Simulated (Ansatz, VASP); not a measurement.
**Cross-check of BiP between VASP and Ansatz**

One calculation is typed for both programs; each brings its own data sets and cutoff. How far apart do they land? The cell is generated by rule, not measured, and may not be a known phase. The cell is taken from a series of VASP runs on this material, whose earlier steps may have relaxed, scaled or displaced it; both programs get it as it stands.

Main program and level: Ansatz 0.2.0; plane waves, with VASP 6.6.1 beside it; band structure at LDA and band structure at LDA, spin-orbit coupling.

The structure was built from a prototype and need not be the compound's stable phase.

## Step 1: Set-up

The structure is cubic, space group Fm-3m (No. 225). Conventional cell: a = 5.860 Å, b = 5.860 Å, c = 5.860 Å, α = 90.00°, β = 90.00°, γ = 90.00°. Nearest to Bi lie 6 P at 2.93 Å. P has 6 Bi at 2.93 Å nearest. Farther neighbours are not listed.

## Step 2: Ansatz: band structure, LDA

Ansatz runs on its default PAW (the set named soft_2) files.

A single point gives forces, pressure and levels at one fixed geometry, so differences don't come from the geometry; what else differs is listed under the comparison.

Contents of input.yaml:

```yaml
crystal:
  lattice:
    - [0.0, 2.93, 2.93]
    - [2.93, 0.0, 2.93]
    - [2.93, 2.93, 0.0]
  atoms:
    - { symbol: Bi, position: [0.0, 0.0, 0.0] }
    - { symbol: P, position: [0.5, 0.5, 0.5] }
hamiltonian:
  xc: lda
  pseudopotentials: { kind: paw }
kpoints:
  mp_grid: { grid: [12, 12, 12] }
  band_path:
    path:
      - [0.0, 0.0, 0.0]
      - [0.17391, 0.0, 0.17391]
      - [0.34783, 0.0, 0.34783]
      - [0.5, 0.0, 0.5]
      - [0.5, 0.08696, 0.58696]
      - [0.5, 0.18478, 0.68478]
      - [0.49457, 0.25543, 0.75]
      - [0.45109, 0.29891, 0.75]
      - [0.40761, 0.34239, 0.75]
      - [0.34239, 0.34239, 0.68478]
      - [0.21196, 0.21196, 0.42391]
      - [0.08152, 0.08152, 0.16304]
      - [0.04348, 0.04348, 0.04348]
      - [0.23913, 0.23913, 0.23913]
      - [0.41304, 0.41304, 0.41304]
      - [0.5163, 0.46739, 0.5163]
      - [0.55978, 0.38043, 0.55978]
      - [0.6087, 0.28261, 0.6087]
      - [0.60326, 0.25, 0.64674]
      - [0.55978, 0.25, 0.69022]
      - [0.5163, 0.25, 0.7337]
      - [0.5, 0.30435, 0.69565]
      - [0.5, 0.3913, 0.6087]
      - [0.5, 0.47826, 0.52174]
      - [0.47283, 0.47283, 0.55435]
      - [0.42391, 0.42391, 0.65217]
      - [0.38043, 0.38043, 0.73913]
      - [0.59239, 0.18478, 0.59239]
      - [0.54891, 0.09783, 0.54891]
      - [0.5, 0.0, 0.5]
    npoints: 1
scf:
  occupations: { method: gaussian, width: 0.02 }
  n_extra_bands: 7
output:
  forces: true
  stress: true
  eigenvalues: true
  write_density: true
  write_potential: true
  elf: true
  volumetric_format: npy
```

Run with:

```bash
$ ansatz run input.yaml --threads 2 --pin off --max-ram 4608MiB --backend cpu --events-out ev --progress --plain --runs-dir out
```

Numbers of over 12 decimals in the logs are rounded to 6 here.

Output:

```text
scf.n_extra_bands = 7 over 10 filled bands (N_el = 20.0): the run solves 17 bands
Engine: ansatz 0.2.0, x86_64-unknown-linux-gnu
Pseudopotentials: kind: paw
Pseudopotential: Bi, paw, valence charge 15, recommended cutoff 420 eV (normal), Bi.paw.azcp
Pseudopotential: P, paw, valence charge 5, recommended cutoff 420 eV (normal), P.paw.azcp
Functional definition: SPW92
  exchange = slater_x
  correlation = pw_c
Crystal: 2 atoms, lattice volume = 50.308 Å³
Basis set: ecut = 420 eV, 941 PW (Γ)
Bands: 17, of which v1, the nominal top of the filled ones, is band 10 counted from 1 (9 counted from 0)
Symmetry: 48 space group operations
Space group: Fm-3m (ITA 225), of the structure as read, at distance tolerance 3.7e-5 Å
k-points: 72 of 1728
Non-local potential: Bi, projectors of the file, l = 0: 2, l = 1: 2, l = 2: 2, l = 3: 2
Non-local potential: P, projectors of the file, l = 0: 2, l = 1: 2, l = 2: 2
PAW form: soft (Blöchl's): semilocal exchange-correlation on the pseudo side does not see the compensation charge
PAW frozen core: Bi, regenerated for the run's functional, and the local potential with it (the file was generated under x = pbe(κ = 0.804, μ = 0.219515), c = pbe(β = 0.066725))
PAW frozen core: P, regenerated for the run's functional, and the local potential with it (the file was generated under x = pbe(κ = 0.804, μ = 0.219515), c = pbe(β = 0.066725))
PAW one-centre angular grid: Bi, 590 points (default); XC on 64 Gauss nodes
PAW one-centre angular grid: P, 110 points (default); XC on 64 Gauss nodes
Initial density: superposition of atomic densities (neutral atoms: chi_scale 0, normalization atom), corrected by the library's trained network
Initial wavefunctions: pseudopotential atomic-orbital guess
Functional: x = slater, c = lda
SCF iter   1: F=—  HF=-12811.606111 eV  |F-HF|=—  |Δ(HF+E_count)|=         —  Δρ=4.10e-3  dr2=9.19e-3  ethr=1.77e-3  ⟨swp⟩=6.7  Hψ=7181  notcnv=0  defer=1
preconditioner: auto → none  [insulator: Δε(μ)=0.071 eV  Ē_g=20.487 eV  σ=0.020 eV  W_gap=0.99  n_scr=14 (ndim 8)  ℏωp=23.4 eV  f_vac=0.000  D(μ)=0.02/eV (n_scr^D=0)  ε∞_Penn≈2.3]
SCF iter   2: F=—  HF=-12811.602892 eV  |F-HF|=—  |Δ(HF+E_count)|=   3.22e-3  Δρ=2.34e-3  dr2=3.48e-3  ethr=4.59e-5  ⟨swp⟩=2.1  Hψ=2372  notcnv=0  defer=136
SCF iter   3: F=—  HF=-12811.602114 eV  |F-HF|=—  |Δ(HF+E_count)|=   7.78e-4  Δρ=6.06e-4  dr2=1.94e-4  ethr=1.74e-5  ⟨swp⟩=2.9  Hψ=2050  notcnv=0  defer=142
SCF iter   4: F=—  HF=-12811.602017 eV  |F-HF|=—  |Δ(HF+E_count)|=   9.66e-5  Δρ=1.14e-4  dr2=5.13e-6  ethr=9.70e-7  ⟨swp⟩=2.0  Hψ=1766  notcnv=0  defer=142
SCF iter   5: F=—  HF=-12811.602000 eV  |F-HF|=—  |Δ(HF+E_count)|=   1.76e-5  Δρ=2.38e-5  dr2=1.12e-7  ethr=2.56e-8  ⟨swp⟩=2.0  Hψ=1788  notcnv=0  defer=142
SCF iter   6: F=-12811.602000 eV  HF=-12811.602000 eV  |F-HF|=8.08e-10  |Δ(HF+E_count)|=   1.46e-7  Δρ=1.63e-6  dr2=1.21e-9  ethr=5.00e-10  ⟨swp⟩=15.0  Hψ=9025  notcnv=0
SCF 1 converged in 6 iterations: F = -12811.602000 eV  dr2 = 1.21e-9
  greatest PAW one-centre occupation: 0.989 electrons in one spin orbital (limit 2), on the Bi atom at site 0 (counted from 0), in its partial waves of l = 2
NSCF: frozen V_eff on 30 k-points
SCF converged after 6 iterations
Free energy (F): -12811.602000 eV
Harris-Foulkes:  -12811.602000 eV  (|F-HF|=8.08e-10)
Internal energy: -12811.601999 eV  (E = F + TS)
E sigma→0 (E₀):  -12811.601999 eV
Entropy (-TS):   -0.000001 eV (-0.000 meV/atom)
Fermi energy:    9.597767 eV
--- Per-component energies (eV) ---
  E_band       = -94.522069
  E_kinetic    = 370.840712
  E_local      = -1576.116907  (includes V_loc(G=0)·N_el)
  E_nonlocal   = 600.261402
  E_hartree    = 506.473946
  E_xc         = -211.233416
  E_vxc        = -204.890876  (∫ρ·V_xc dr)
  E_paw        = -10892.821747  (= ΣΔE_a)
  E_vpaw       = -297.562421  (= ΣTr[D̂ρ^β])
  E_aug_tail   = -0.000521  (compensation charges beyond the density's cutoff)
  E_ewald      = -1609.117934
  E_core_change = 0.112467  (= ΣΔE_core)
  E_smearing   = -0.000001  (= −TS)
  E_closure    = 0.000000  (closes the sum)
  Σ components = -12811.602000   (vs F -12811.602000, Δ=0.00e0)
--- Forces (eV/Å), atoms counted from 1 ---
  atom   1  Bi     0.00000000     0.00000000     0.00000000
  atom   2  P      0.00000000    -0.00000000    -0.00000000
  max |Σ_I F_I| component: 5.21e-30 eV/Å
--- Stress (GPa, compression-positive) ---
       -4.642191      -0.000000      -0.000000
        0.000000      -4.642191       0.000000
       -0.000000      -0.000000      -4.642191
  P = ⅓ Tr σ = -4.6422 GPa (-46.422 kbar)
--- Band table (eV; the first three rows and the last of 72) ---
  k-point 0: bands = [... 6 lower, 3.8753, 7.9327, 7.9327, 7.9327, 13.4620, 13.4620, 13.4620, 15.2021, ... 3 higher]
  k-point 1: bands = [... 6 lower, 3.5730, 7.9524, 7.9524, 8.0890, 13.0253, 13.0673, 13.0673, 15.1401, ... 3 higher]
  k-point 2: bands = [... 6 lower, 2.8173, 8.0173, 8.0173, 8.4183, 12.1796, 12.2485, 12.2485, 15.1757, ... 3 higher]
  k-point 71: bands = [... 6 lower, 0.0602, 4.6449, 4.6449, 9.3649, 10.3705, 14.6456, 14.6456, 16.7077, ... 3 higher]
```

Run time: 1.2 s. Hardware: 2 threads of AMD EPYC 9R14 (Zen 4), shared host; peak memory 0.42 GiB.

## Step 3: VASP: band structure, LDA

The same cell, functional (in two slightly different forms), mesh and smearing now go to VASP, with its own data sets and cutoff.

Lines of VASP's logs that name or quote its potential files are left out, and so is its time.

Contents of INCAR:

```
SYSTEM = BiP
PREC = Accurate
ENCUT = 400
EDIFF = 1E-06
NELM = 100
ISMEAR = 0
SIGMA = 0.02
LREAL = .FALSE.
ALGO = Normal
GGA = CA
NBANDS = 22
LORBIT = 11
LWAVE = .FALSE.
LCHARG = .FALSE.
KPAR = 4
ISIF = 2
```

Contents of POSCAR:

```
BiP
1.0
    0.0000000000      2.9300000000      2.9300000000
    2.9300000000      0.0000000000      2.9300000000
    2.9300000000      2.9300000000      0.0000000000
Bi P
1 1
Direct
    0.0000000000      0.0000000000      0.0000000000
    0.5000000000      0.5000000000      0.5000000000
```

Contents of KPOINTS:

```
Automatic mesh
0
Gamma
12 12 12
0 0 0
```

Contents of KPOINTS_OPT:

```
Line mode
24
Line-mode
Reciprocal
  0.00000000   0.00000000   0.00000000 GAMMA
  0.50000000   0.00000000   0.50000000 X

  0.50000000   0.00000000   0.50000000 X
  0.50000000   0.25000000   0.75000000 W

  0.50000000   0.25000000   0.75000000 W
  0.37500000   0.37500000   0.75000000 K

  0.37500000   0.37500000   0.75000000 K
  0.00000000   0.00000000   0.00000000 GAMMA

  0.00000000   0.00000000   0.00000000 GAMMA
  0.50000000   0.50000000   0.50000000 L

  0.50000000   0.50000000   0.50000000 L
  0.62500000   0.25000000   0.62500000 U

  0.62500000   0.25000000   0.62500000 U
  0.50000000   0.25000000   0.75000000 W

  0.50000000   0.25000000   0.75000000 W
  0.50000000   0.50000000   0.50000000 L

  0.50000000   0.50000000   0.50000000 L
  0.37500000   0.37500000   0.75000000 K

  0.62500000   0.25000000   0.62500000 U
  0.50000000   0.00000000   0.50000000 X
```

PAW data sets: Bi_d and P (LDA family, release 64).

Run with:

```bash
$ mpirun -np 4 vasp_std
```

Output:

```text
[banner, memory and clock lines left out]
running    4 mpi-ranks, on    1 nodes
 distrk:  each k-point on    1 cores,    4 groups
 distr:  one band on    1 cores,    1 groups

 POSCAR found type information on POSCAR BiP
 POSCAR found :  2 types and       2 ions
 LDA part: xc-table for (Slater(with rela. corr.)+CA(PZ))
 , standard interpolation
 POSCAR, INCAR and KPOINTS ok, starting setup
 FFT: planning ... GRIDC
 FFT: planning ... GRID_SOFT
 FFT: planning ... GRID
 WAVECAR not read
 entering main loop
       N       E                     dE             d eps       ncg     rms          rms(c)
DAV:   1     0.151494755608E+03    0.15149E+03   -0.81843E+03  3202   0.813E+02
DAV:   2     0.125725257867E+01   -0.15024E+03   -0.14399E+03  3434   0.270E+02
DAV:   3    -0.103939416247E+02   -0.11651E+02   -0.11582E+02  3918   0.737E+01
DAV:   4    -0.106840853648E+02   -0.29014E+00   -0.28998E+00  3798   0.122E+01
DAV:   5    -0.106954071295E+02   -0.11322E-01   -0.11321E-01  4492   0.224E+00    0.331E+00
DAV:   6    -0.103676885100E+02    0.32772E+00   -0.95269E-01  4932   0.447E+00    0.192E+00
DAV:   7    -0.103674424293E+02    0.24608E-03   -0.79075E-02  3882   0.106E+00    0.108E+00
DAV:   8    -0.103645790179E+02    0.28634E-02   -0.73858E-03  3822   0.562E-01    0.106E-01
DAV:   9    -0.103641453755E+02    0.43364E-03   -0.21214E-03  4578   0.227E-01    0.760E-02
DAV:  10    -0.103641686439E+02   -0.23268E-04   -0.15705E-04  3702   0.566E-02    0.499E-02
DAV:  11    -0.103641583042E+02    0.10340E-04   -0.24051E-05  4012   0.306E-02    0.406E-03
DAV:  12    -0.103641584450E+02   -0.14083E-06   -0.13732E-06  3034   0.643E-03
   1 F= -.10364158E+02 E0= -.10364158E+02  d E =-.652408E-06
 Start KPOINTS_OPT (optional k-point list driver)
k-point batch [1-72\240]
       N       E                     dE             ncg
DAV:   1     0.585771047672E+03   -0.36969E+05     3204
DAV:   2    -0.101044626966E+05   -0.10690E+05     3406
DAV:   3    -0.109360681591E+05   -0.83161E+03     3852
DAV:   4    -0.109562572137E+05   -0.20189E+02     3922
DAV:   5    -0.109570244994E+05   -0.76729E+00     4576
DAV:   6    -0.109570443950E+05   -0.19896E-01     4234
DAV:   7    -0.109570447484E+05   -0.35340E-03     4572
DAV:   8    -0.109570447514E+05   -0.30412E-05     3368
DAV:   9    -0.109570447517E+05   -0.30093E-06     2708
[...]
k-point batch [217-240\240]
       N       E                     dE             ncg
DAV:   1     0.284457555761E+05   -0.14611E+05     1062
DAV:   2     0.248273537828E+05   -0.36184E+04     1148
DAV:   3     0.245483325414E+05   -0.27902E+03     1348
DAV:   4     0.245417913193E+05   -0.65412E+01     1326
DAV:   5     0.245415448957E+05   -0.24642E+00     1504
DAV:   6     0.245415407838E+05   -0.41119E-02     1430
DAV:   7     0.245415407222E+05   -0.61577E-04     1582
DAV:   8     0.245415407216E+05   -0.60489E-06     1206
```

From OUTCAR (step 3):

```text
ion  position               nearest neighbor table
   1  0.000  0.000  0.000-   2 2.93   2 2.93   2 2.93   2 2.93   2 2.93   2 2.93
   2  0.500  0.500  0.500-   1 2.93   1 2.93   1 2.93   1 2.93   1 2.93   1 2.93

  LATTYP: Found a face centered cubic cell.
 ALAT       =     5.8600000000

 Subroutine GETGRP returns: Found 48 space group operations
 (whereof 48 operations were pure point group operations)

The static configuration has the point symmetry O_h .

 Found     72 irreducible k-points:

   k-points           NKPTS =     72   k-points in BZ     NKDIM =     72   number of bands    NBANDS=     22

   dimension x,y,z NGX =    28 NGY =   28 NGZ =   28
   dimension x,y,z NGXF=    56 NGYF=   56 NGZF=   56

   ENCUT  =  400.0 eV  29.40 Ry    5.42 a.u.   6.76  6.76  6.76*2*pi/ulx,y,z

   NELECT =      20.0000    total number of electrons

 k-points in reciprocal lattice and weights: Automatic mesh
   0.00000000  0.00000000  0.00000000       0.001
   0.08333333  0.00000000  0.00000000       0.005
   0.16666667  0.00000000  0.00000000       0.005
   0.25000000  0.00000000  0.00000000       0.005
   0.33333333  0.00000000  0.00000000       0.005
   0.41666667  0.00000000  0.00000000       0.005
   0.50000000  0.00000000  0.00000000       0.002
   0.08333333  0.08333333  0.00000000       0.003
   0.16666667  0.08333333  0.00000000       0.014
[...]
-0.33333333  0.50000000  0.16666667       0.007
  -0.25000000  0.50000000  0.25000000       0.003

 average (electrostatic) potential at core
       1-104.2742       2 -82.5677

 E-fermi :   6.9350

 k-point     1 :       0.0000    0.0000    0.0000
  band No.  band energies     occupation
    ...
      6      -6.8216      2.00000
      7       1.2590      2.00000
      8       5.2643      2.00000
      9       5.2643      2.00000
     10       5.2643      2.00000
     11      10.8018      0.00000
     12      10.8018      0.00000
     13      10.8018      0.00000
     14      12.5346      0.00000
     15      12.5346      0.00000
    ...

 k-point     2 :       0.0833    0.0000    0.0000
  band No.  band energies     occupation
    ...
      6      -6.7396      2.00000
      7       0.9528      2.00000
      8       5.2838      2.00000
      9       5.2838      2.00000
     10       5.4240      2.00000
     11      10.3649      0.00000
     12      10.4060      0.00000
     13      10.4060      0.00000
     14      12.4709      0.00000
     15      12.7011      0.00000
    ...

 k-point     3 :       0.1667    0.0000    0.0000
  band No.  band energies     occupation
    ...
      6      -6.4953      2.00000
      7       0.1899      2.00000
      8       5.3485      2.00000
      9       5.3485      2.00000
     10       5.7592      2.00000
     11       9.5198      0.00000
     12       9.5855      0.00000
     13       9.5855      0.00000
     14      12.5052      0.00000
     15      13.1440      0.00000
    ...

  Total       -1.4462762     -1.4462762     -1.4462762      0.0000000      0.0000000     -0.0000000
  in kB      -46.0605349    -46.0605349    -46.0605349      0.0000000      0.0000000     -0.0000000
  external PRESSURE =     -46.0605349 kB  Pullay stress =       0.0000000 kB

  energy-cutoff  :      400.00
  volume of cell :       50.31
      direct lattice vectors                 reciprocal lattice vectors
     0.000000000  2.930000000  2.930000000    -0.170648464  0.170648464  0.170648464
     2.930000000  0.000000000  2.930000000     0.170648464 -0.170648464  0.170648464
     2.930000000  2.930000000  0.000000000     0.170648464  0.170648464 -0.170648464

 POSITION                                       TOTAL-FORCE (eV/Angst)
 -----------------------------------------------------------------------------------
      0.00000      0.00000      0.00000         0.000000     -0.000000      0.000000
      2.93000      2.93000      2.93000        -0.000000      0.000000     -0.000000
 -----------------------------------------------------------------------------------
    total drift:                               -0.000000      0.000000      0.000000

  FREE ENERGIE OF THE ION-ELECTRON SYSTEM (eV)
  ---------------------------------------------------
  free  energy   TOTEN  =       -10.3641584450 eV

  energy  without entropy=      -10.3641577926  energy(sigma->0) =      -10.36415812

 total charge
# of ion       s       p       d       tot
------------------------------------------
    1        1.581   1.155   9.954  12.689
    2        1.092   1.347   0.000   2.439
--------------------------------------------------
tot          2.673   2.502   9.954  15.128

[... 3 further parts left out ...]
```

The run ends at a pressure of -4.61 GPa.

## Step 4: Differences

Known differences besides the potentials themselves: the two LDA forms differ slightly; the cutoff is 420 eV in Ansatz and 400 eV in VASP; VASP's log shows a relativistic correction to its local exchange, Ansatz's none. Total energies have different zeros and are not compared.

Both answers:

| quantity | Ansatz | VASP | difference |
| --- | --- | --- | --- |
| pressure (GPa) | -4.64 | -4.61 | -0.04 |

Levels from 3 eV below to 2 eV above the Fermi level differ by 5 meV r.m.s. and 10 meV at most; each VASP level is matched to the nearest of Ansatz, which flatters the figure a little. Ansatz's pressure holds a Pulay correction of 0.03 GPa; VASP's holds none.

(Part 1 of 2 ends here.)

[Lines on the potential files, build, host, timing and source positions are cut from VASP's logs without a mark.]

[Logs are printed without paths, hosts, clocks, repeated set-up lines and the standing remarks that a program may print on its own settings, such as how far it seeks lower states.]

[Hosts, paths, dates, database ids (printed as entryN), source tags and the programs' standing remarks are cut or masked in the printed files.]
